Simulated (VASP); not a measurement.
An input for Ansatz (written as the equivalent of a VASP run, and not itself run):

Ansatz 0.2 input:
```yaml
crystal:
  lattice:
    - [3.8185099, 0.0000000, 0.0000000]
    - [-1.9092550, 3.3069266, 0.0000000]
    - [0.0000000, 0.0000000, 6.7042225]
  atoms:
    - { symbol: Ti, position: [1.0000000, 0.0000000, 0.0000000] }
    - { symbol: Te, position: [0.6666670, 0.3333330, 0.7489751] }
    - { symbol: Te, position: [0.3333330, 0.6666670, 0.2510249] }
kpoints:
  mp_grid: { grid: [8, 8, 4] }
hamiltonian:
  xc: r2scan
  pseudopotentials: { kind: paw }
scf:
  occupations: { method: methfessel_paxton, width: 0.1 }
  max_iter: 100
relax:
  max_steps: 30
  f_tol: 0.001
output: { forces: true, stress: true, eigenvalues: true }
```

Problem. Translate this input to VASP (INCAR, KPOINTS, POSCAR, choice of POTCAR).

Solution. Several could match; the one computed here: 
POSCAR:
```
TiTe2
1.0
  3.8185099375   0.0000000000   0.0000000000
 -1.9092549687   3.3069266012   0.0000000000
  0.0000000000   0.0000000000   6.7042225037
Ti Te
1 2
Cart
  3.8185099375   0.0000000000   0.0000000000
  1.9092568780   1.1023077648   5.0212960433
 -0.0000019092   2.2046188364   1.6829264604
```

KPOINTS:
```
Automatic mesh
0
Gamma
8 8 4
0 0 0
```

### INCAR
```
LWAVE = .FALSE.
SIGMA = 0.1   # width (eV)
EDIFFG = -0.001   # ionic stop
LMIXTAU = .TRUE.
NELM = 100
LREAL = .FALSE.   # projection in real space or not
SYSTEM = TiTe2
ALGO = Normal   # blocked Davidson
ISIF = 2   # forces and stress, cell fixed
EDIFF = 1E-8
NSW = 30   # most ionic steps
LCHARG = .FALSE.
LMAXMIX = 4
IBRION = 1   # quasi-Newton
METAGGA = R2SCAN
PREC = Accurate
ENCUT = 400
ISMEAR = 1   # Methfessel-Paxton
LASPH = .TRUE.
```

POTCAR, in this order: Ti_sv Te (PBE.64 set). Program: vasp_std.

The two are equivalent in intent, not identical: each code has its own PAW files, so the cut-off isn't converted (ENCUT is set for VASP's; basis.ecutwfc is left out, and Ansatz then takes the one that its files recommend); Ansatz stops its SCF on the density residual and VASP on the energy change (EDIFF).

The structure comes from a computed database's TiTe2 entry (P-3m1); how it stands against other phases isn't given here. This run relaxes the ions in a fixed cell. Symmetry was kept, so distortions that lower it aren't found. The start is the result of an earlier pass.
